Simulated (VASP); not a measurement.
These are vdW-DF2, VASP's PBE PAW potentials (set 64) (plane waves; VASP 6.6.1) values and carry that method's errors.

Input for VASP

INCAR:
```
AGGAC  =  0.0
ALGO  =  Normal
EDIFF  =  1E-7
ENCUT  =  520
GGA  =  ML
ICHARG  =  11
ISMEAR  =  0
LASPH  =  .TRUE.
LCHARG  =  .FALSE.
LMAXMIX  =  4
LORBIT  =  11
LREAL  =  .FALSE.
LUSE_VDW  =  .TRUE.
LWAVE  =  .FALSE.
NELM  =  100
PREC  =  Accurate
SIGMA  =  0.05
SYSTEM  =  NiAl
ZAB_VDW  =  -1.8867
```

**KPOINTS**
```
k-points along high-symmetry lines
15
Line-mode
Reciprocal
  0.000000   0.000000   0.000000 ! GAMMA
  0.000000   0.500000   0.000000 ! X

  0.000000   0.500000   0.000000 ! X
  0.500000   0.500000   0.000000 ! M

  0.500000   0.500000   0.000000 ! M
  0.000000   0.000000   0.000000 ! GAMMA

  0.000000   0.000000   0.000000 ! GAMMA
  0.500000   0.500000   0.500000 ! R

  0.500000   0.500000   0.500000 ! R
  0.000000   0.500000   0.000000 ! X

  0.500000   0.500000   0.500000 ! R
  0.500000   0.500000   0.000000 ! M
```

**POSCAR**
```
NiAl
1
    2.9364976253     0.0000000000     0.0000000000
    0.0000000000     2.9364976253     0.0000000000
    0.0000000000     0.0000000000     2.9364976253
Al Ni
1 1
Direct
  0.5000000000   0.5000000000   0.5000000000
  0.0000000000   0.0000000000   0.0000000000
```

POTCAR, in this order: Al Ni (PBE.64 set). Program: vasp_std. Read from the step before: CHGCAR.

What VASP printed:

**OUTCAR**
```
 ion  position               nearest neighbor table
   1  0.500  0.500  0.500-   2 2.54   2 2.54   2 2.54   2 2.54   2 2.54   2 2.54   2 2.54   2 2.54
  LATTYP: Found a simple cubic cell.
 ALAT       =     2.9364976253
 Subroutine PRICEL returns:
 Original cell was already a primitive cell.
 Subroutine GETGRP returns: Found 48 space group operations
The static configuration has the point symmetry O_h .
The dynamic configuration has the point symmetry O_h .
 Subroutine INISYM returns: Found 48 space group operations
   k-points           NKPTS =     90   k-points in BZ     NKDIM =     90   number of bands    NBANDS=     10
   number of dos      NEDOS =    301   number of ions     NIONS =      2
   total plane-waves  NPLWV =  13824
   dimension x,y,z NGX =    24 NGY =   24 NGZ =   24
   dimension x,y,z NGXF=    48 NGYF=   48 NGZF=   48
   ions per type =               1   1
   PREC   = accura    normal or accurate (medium, high low for compatibility)
   ISTART =      0    job   : 0-new  1-cont  2-samecut
   ICHARG =     11    charge: 1-file 2-atom 10-const
   ISPIN  =      1    spin polarized calculation?
   LNONCOLLINEAR =      F non collinear calculations
   LSORBIT =      F    spin-orbit coupling
   INIWAV =      1    electr: 0-lowe 1-rand  2-diag
   ENCUT  =  520.0 eV  38.22 Ry    6.18 a.u.   5.46  5.46  5.46*2*pi/ulx,y,z
   NELM   =    100;   NELMIN=  2; NELMDL= -5     # of ELM steps
   EDIFF  = 0.1E-06   stopping-criterion for ELM
   LREAL  =      F    real-space projection
   NLSPLINE    = F    spline interpolate recip. space projectors
   LMAXMIX     =    4 max onsite mixed and CHGCAR
   VOSKOWN=      0    Vosko Wilk Nusair interpolation
   EDIFFG = 0.1E-05   stopping-criterion for IOM
   NSW    =      0    number of steps for IOM
   NBLOCK =      1;   KBLOCK =      1    inner block; outer block
   IBRION =     -1    ionic relax: 0-MD 1-quasi-New 2-CG
   NFREE  =      0    steps in history (QN), initial steepest desc. (CG)
   ISIF   =      2    stress and relaxation
   ISYM   =      2    0-nonsym 1-usesym 2-fastsym
   TEIN   =    0.0    initial temperature
   TEBEG  =    0.0;   TEEND  =   0.0 temperature during run
   SMASS  =  -3.00    Nose mass-parameter (am)
...
```

File OSZICAR:
```
       N       E                     dE             d eps       ncg     rms          rms(c)
DAV:   1     0.478758151493E+02    0.47876E+02   -0.58168E+03  1824   0.137E+03
DAV:   2    -0.277936529543E+01   -0.50655E+02   -0.47311E+02  1810   0.206E+02
DAV:   3    -0.403509561420E+01   -0.12557E+01   -0.12439E+01  2274   0.423E+01
DAV:   4    -0.405437303839E+01   -0.19277E-01   -0.19271E-01  2340   0.444E+00
DAV:   5    -0.405484485487E+01   -0.47182E-03   -0.47179E-03  2216   0.639E-01
DAV:   6    -0.405486952093E+01   -0.24666E-04   -0.24666E-04  2450   0.120E-01
DAV:   7    -0.405486997111E+01   -0.45018E-06   -0.44962E-06  2164   0.141E-02
DAV:   8    -0.405486999933E+01   -0.28225E-07   -0.28785E-07  1792   0.273E-03
   1 F= -.40548700E+01 E0= -.40547239E+01  d E =-.292223E-03
```

OUTCAR:
```
 val. band max:       10.3595052562   @ k =   0.2500   0.2500   0.0000

 cond. band min:      10.4481240545   @ k =   0.4286   0.5000   0.4286



 k-point     1 :       0.0000    0.0000    0.0000
  band No.  band energies     occupation
      1      -1.3362      2.00000
      2       6.4073      2.00000
      3       6.4073      2.00000
      4       7.8966      2.00000
      5       7.8966      2.00000
      6       7.8966      2.00000
      7      14.6172      0.00000
      8      14.6172      0.00000
      9      14.6172      0.00000
     10      17.4180      0.00000

 k-point     2 :       0.0000    0.0357    0.0000
  band No.  band energies     occupation
      1      -1.3136      2.00000
      2       6.4059      2.00000
      3       6.4122      2.00000
      4       7.8870      2.00000
      5       7.8870      2.00000
      6       7.8976      2.00000
      7      14.3350      0.00000
      8      14.6471      0.00000
      9      14.6471      0.00000
     10      17.4203      0.00000

 k-point     3 :       0.0000    0.0714    0.0000
  band No.  band energies     occupation
      1      -1.2459      2.00000
      2       6.4006      2.00000
      3       6.4269      2.00000
      4       7.8591      2.00000
      5       7.8591      2.00000
      6       7.9005      2.00000
      7      13.6915      0.00000
      8      14.7363      0.00000
      9      14.7363      0.00000
     10      17.4269      0.00000

 k-point     4 :       0.0000    0.1071    0.0000
  band No.  band energies     occupation
      1      -1.1334      2.00000
      2       6.3870      2.00000
      3       6.4507      2.00000
      4       7.8149      2.00000
      5       7.8149      2.00000
      6       7.9052      2.00000
      7      12.9245      0.00000
      8      14.8827      0.00000
      9      14.8827      0.00000
     10      17.4379      0.00000

 k-point     5 :       0.0000    0.1429    0.0000
  band No.  band energies     occupation
...
```

The density is held fixed in this step, so its total energy and stress have no physical meaning.

The compound is NiAl in the CsCl type structure. It was relaxed first. The run is not spin-polarised, so no magnetic state was tried. The electron count is odd and the run is not spin-polarised, which forces a metal.
